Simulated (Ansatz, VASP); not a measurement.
# WC (Qusongite) in two plane-wave programs, part 2 of 2

One calculation is typed for both programs; each brings its own data sets. How far apart do they land? The cell is taken from a series of runs on this material, whose earlier steps may have relaxed, scaled, displaced or heated it; both programs get it as it stands.

VASP 6.6.1 and Ansatz 0.2.0.

So far: The starting structure; VASP: zone-centre phonons, PBEsol.

### Step 3. Ansatz: zone-centre phonons, PBEsol

Level of this step: Ansatz beside VASP: Kohn-Sham DFT, plane waves, PBEsol (Ansatz).

Ansatz runs on its PAW soft_1 files.

The same cell, functional, mesh and smearing now go to Ansatz, which takes its cutoff from its data sets.

The input, input.yaml:

```yaml
crystal:
  lattice:
    - [2.8696096969, 0.0, 0.0]
    - [-1.4348048484, 2.4851548965, 0.0]
    - [0.0, 0.0, 2.838983422]
  atoms:
    - { symbol: C, position: [0.6666666667, 0.3333333333, 0.5] }
    - { symbol: W, position: [0.0, 0.0, 0.0] }
kpoints:
  mp_grid: { grid: [18, 18, 16] }
hamiltonian:
  xc: pbesol
  pseudopotentials: { kind: paw, azcp: { folder: soft_1 }, xc_functional: pbe }
scf:
  occupations: { method: methfessel_paxton, width: 0.2 }
output:
  eigenvalues: true
phonons:
  method: dfpt
```

Launch:

```
$ ansatz run input.yaml --threads 4 --pin off --max-ram 10240MiB --backend cpu --events-out ev --progress --plain --runs-dir out
```

Numbers of over 12 decimals in the logs are rounded to 6 here.

What it wrote:

```text
zone centre: on kpoints.mp_grid the ground state, and the responses unless they are solved on pairs of k-points, stand on 819 of the mesh's 5184 k-points, reduced under 4 symmetry operations, with k and −k counted as one. Each operation leaves every solved displacement unchanged or reverses it
Engine: ansatz 0.2.0, x86_64-unknown-linux-gnu
Pseudopotentials: kind: paw
Pseudopotential: C, paw, valence charge 4, recommended cutoff 420 eV (normal), soft_1/C.paw.azcp
Pseudopotential: W, paw, valence charge 14, recommended cutoff 420 eV (normal), soft_1/W.paw.azcp
Functional definition: PBEsol
  exchange = pbesol_x
  correlation = pbesol_c
Crystal: 2 atoms, lattice volume = 20.246 Å³
Basis set: ecut = 420 eV, 405 PW (Γ), exchange–correlation on 40×40×40 points (8 copies of the dense FFT grid, shifted against one another)
Bands: 13, of which v1, the nominal top of the filled ones, is band 9 counted from 1 (8 counted from 0)
Symmetry: 12 space group operations
k-points: 819 of 5184 (irreducible under 4 space group operations, time reversal used)
Non-local potential: C, projectors of the file, l = 0: 2, l = 1: 2, l = 2: 1
Non-local potential: W, projectors of the file, l = 0: 3, l = 1: 2, l = 2: 2, l = 3: 1
PAW form: soft (Blöchl's): semilocal exchange-correlation on the pseudo side does not see the compensation charge
PAW frozen core: C, regenerated for the run's functional, and the local potential with it (the file was generated under x = pbe(κ = 0.804, μ = 0.219515), c = pbe(β = 0.066725))
PAW frozen core: W, regenerated for the run's functional, and the local potential with it (the file was generated under x = pbe(κ = 0.804, μ = 0.219515), c = pbe(β = 0.066725))
PAW one-centre angular grid: C, 110 points (default); XC on 64 Gauss nodes
PAW one-centre angular grid: W, 590 points (default); XC on 64 Gauss nodes
Initial density: superposition of atomic densities (chi_scale 0.1, normalization cell, long waves kept (reshape's long-wave potential 0.00 eV rms))
Initial wavefunctions: pseudopotential atomic-orbital guess
Functional: x = pbesol(κ = 0.804, μ = 0.123457), c = pbesol(β = 0.046)
SCF iter   1: F=—  HF=-10505.919921 eV  |F-HF|=—  |Δ(HF+E_count)|=         —  Δρ=1.31e-1  dr2=4.62e0  ethr=3.10e-3  ⟨swp⟩=5.0  Hψ=53468  notcnv=0
preconditioner: auto → none  [metal: Δε(μ)=0.051 eV  Ē_g=10.999 eV  σ=0.200 eV  W_gap=0.21  n_scr=8 (ndim 8)  ℏωp=26.1 eV  f_vac=0.000  D(μ)=0.17/eV (n_scr^D=0)  sad-step TF]
SCF iter   2: F=—  HF=-10505.350694 eV  |F-HF|=—  |Δ(HF+E_count)|=   5.69e-1  S|Δr|=    0.00e0  Δρ=9.29e-2  dr2=2.39e0  ethr=3.10e-3  ⟨swp⟩=2.0  Hψ=20383  notcnv=0
SCF iter   3: F=—  HF=-10504.736376 eV  |F-HF|=—  |Δ(HF+E_count)|=   6.14e-1  S|Δr|=    0.00e0  Δρ=8.97e-3  dr2=1.80e-2  ethr=3.10e-3  ⟨swp⟩=2.2  Hψ=18228  notcnv=0
SCF iter   4: F=—  HF=-10504.734370 eV  |F-HF|=—  |Δ(HF+E_count)|=   2.01e-3  S|Δr|=    0.00e0  Δρ=1.04e-3  dr2=9.30e-5  ethr=9.97e-5  ⟨swp⟩=1.1  Hψ=17092  notcnv=0
SCF iter   5: F=—  HF=-10504.734448 eV  |F-HF|=—  |Δ(HF+E_count)|=   7.85e-5  S|Δr|=    0.00e0  Δρ=1.74e-4  dr2=3.30e-6  ethr=5.17e-7  ⟨swp⟩=2.1  Hψ=16729  notcnv=0
SCF iter   6: F=—  HF=-10504.734449 eV  |F-HF|=—  |Δ(HF+E_count)|=   6.01e-7  S|Δr|=    0.00e0  Δρ=3.18e-5  dr2=1.24e-7  ethr=1.83e-8  ⟨swp⟩=2.6  Hψ=17338  notcnv=0
SCF iter   7: F=—  HF=-10504.734449 eV  |F-HF|=—  |Δ(HF+E_count)|=   2.27e-7  S|Δr|=    0.00e0  Δρ=4.94e-6  dr2=2.17e-9  ethr=6.88e-10  ⟨swp⟩=2.2  Hψ=15221  notcnv=0
SCF iter   8: F=—  HF=-10504.734449 eV  |F-HF|=—  |Δ(HF+E_count)|=  1.40e-10  S|Δr|=    0.00e0  Δρ=6.08e-7  dr2=2.97e-11  ethr=1.20e-11  ⟨swp⟩=2.5  Hψ=15738  notcnv=0
SCF iter   9: F=-10504.734449 eV  HF=-10504.734449 eV  |F-HF|=1.82e-12  |Δ(HF+E_count)|=  5.46e-12  S|Δr|=    0.00e0  Δρ=4.01e-8  dr2=3.12e-13  ethr=1.00e-12  ⟨swp⟩=5.0  Hψ=40258  notcnv=0
the search or the solves at the SCF's close seem to have found levels that the self-consistency loop had missed (the run counts 3). By its estimate they hold under 1e-12 electrons; where the run keeps them, the occupations were computed again with them
SCF 1 converged in 9 iterations: F = -10504.734449 eV  dr2 = 3.12e-13
  greatest PAW one-centre occupation: 0.999 electrons in one spin orbital (limit 2), on the W atom at site 1 (counted from 0), in its partial waves of l = 0
DFPT response loops at Γ: preconditioner auto → Kerker (q_TF=auto, 2.675 Å⁻¹) (partly filled bands, converged f_vac=0.000); β = 1.00, the filter's whole step (`scf.mixing.beta` (0.50) is not read by the response loops under this deck's `scf.mixing.preconditioner`; to damp them name `kerker` or `kerker_dos`, under which they read `scf.mixing.beta`, and type it under 1.00, their step now; both keys bind the ground state too); Broyden in place of MSR1
SCF converged after 9 iterations
Stability not checked: this state was not tested for a lower state beside it, because cold or Methfessel-Paxton smearing, or corrected tetrahedra, fill the levels in a way that the test cannot read (fill_not_monotonic; see scf.lower_state_search)
Free energy (F): -10504.734449 eV
Harris-Foulkes:  -10504.734449 eV  (|F-HF|=1.82e-12)
Internal energy: -10504.734759 eV  (E = F + TS)
E sigma→0 (E₀):  -10504.734527 eV
Entropy (-TS):   0.000310 eV (0.155 meV/atom)
Fermi energy:    20.875968 eV
Step filling:    the computed levels leave a gap of 0.0028 eV = 0.0 smearing widths at the electron count; against every level under it full and every level over it empty, smearing changes F+E_penalty+E_count by +0.310 meV and its σ→0 estimate by +0.232 meV
--- Per-component energies (eV) ---
  E_band       = -53.225391
  E_kinetic    = 511.218791
  E_local      = -585.085145  (includes V_loc(G=0)·N_el)
  E_nonlocal   = -0.043527
  E_hartree    = 241.968341
  E_xc         = -314.476217
  E_vxc        = -291.355647  (∫ρ·V_xc dr)
  E_paw        = -8547.094971  (= ΣΔE_a)
  E_vpaw       = -171.896717  (= ΣTr[D̂ρ^β])
  E_aug_tail   = 0.000164  (compensation charges beyond the density's cutoff)
  E_ewald      = -1811.465153
  E_core_change = 0.242958  (= ΣΔE_core)
  E_smearing   = 0.000310  (= −TS)
  E_closure    = 0.000000  (closes the sum)
  Σ components = -10504.734449   (vs F -10504.734449, Δ=0.00e0)
--- Band table (eV; the first three rows and the last of 819) ---
  k-point 0: bands = [... 5 lower, 16.3854, 17.5361, 17.5361, 20.8645, 24.1964, 24.1964, 26.6016, 26.6016]
  k-point 1: bands = [... 5 lower, 16.3370, 17.5800, 17.5800, 20.8547, 23.8443, 23.8443, 26.8199, 26.8199]
  k-point 2: bands = [... 5 lower, 16.1469, 17.7086, 17.7086, 20.9066, 23.1024, 23.1024, 27.1342, 27.1342]
  k-point 818: bands = [... 5 lower, 14.3786, 15.0406, 18.8715, 19.5521, 26.0038, 26.5518, 27.1935, 30.6804]
--- Phonons (Γ-DFPT): 4 representative perturbations + reference, on 819 of 5184 k-points (Σ response iterations 12) ---
  k mesh reduced under 4 symmetry operations, with k and −k counted as one. Each operation leaves every solved displacement unchanged or reverses it
  ASR residual: 1.879e-5 → 0.000e0 eV/Å²; symmetrization residual: 1.399e-6 eV/Å²
  ASR residual per site (eV/Å²): 1.88e-5 1.75e-5
  Γ frequencies (cm⁻¹): 0.00 0.00 0.00 602.46 629.34 629.34
  non-analytic LO–TO correction: not included (Born effective charges unavailable; polar crystals: no LO–TO splitting at Γ)
```

The column dr2 measures how far the density is from self-consistency, as an energy; F and HF (Harris–Foulkes) agree once it is small.

### Step 4. Side by side

Known differences besides the potentials themselves: the data sets hold 18 valence electrons in Ansatz (on its PAW soft_1 files) and 10 in VASP; the cutoff is 420 eV in Ansatz and 600 eV in VASP; Ansatz makes its cores anew for this functional, VASP keeps those of its PBE data sets. Total energies have different zeros and are not compared.

Compared:

| quantity | Ansatz | VASP | difference |
| --- | --- | --- | --- |
| optical mode 1 (cm⁻¹) | 602.5 | 610.9 | -1.38 % |
| optical mode 2 to 3 (cm⁻¹) | 629.3 | 636.7 | -1.16 % |

Modes are paired by rising frequency, not by their patterns, so a pair may set unlike modes beside each other; they are those without the splitting of longitudinal modes.

### Step 5. Results

| Quantity | Value |
| --- | --- |
| r.m.s. difference of the optical zone-centre modes, each program's sorted by frequency (zone-centre phonons, PBEsol) | 7.7 cm⁻¹ |
| difference in optical mode 1 (zone-centre phonons, PBEsol) | -1.4 % |

What this shows: The r.m.s. difference of the optical zone-centre modes, each program's sorted by frequency is 7.7 cm⁻¹ (zone-centre phonons, PBEsol). The data sets hold unlike numbers of valence electrons (18 in Ansatz and 10 in VASP), so part of the differences comes from the potentials. Among the rows given in per cent, the largest difference of the zone-centre phonons, PBEsol pair is in optical mode 1, -1.4 %. Such differences can come from data sets, numerical settings and the points named under the comparisons, not from the functional's error against experiment.

[Lines on the potential files, build, host, timing and source positions are cut from VASP's logs without a mark.]

[Logs are printed without paths, hosts, clocks, repeated set-up lines and the standing remarks that a program may print on its own settings, such as how far it seeks lower states.]

[Hosts, paths, dates, database ids (printed as entryN), source tags and the programs' standing remarks are cut or masked in the printed files.]
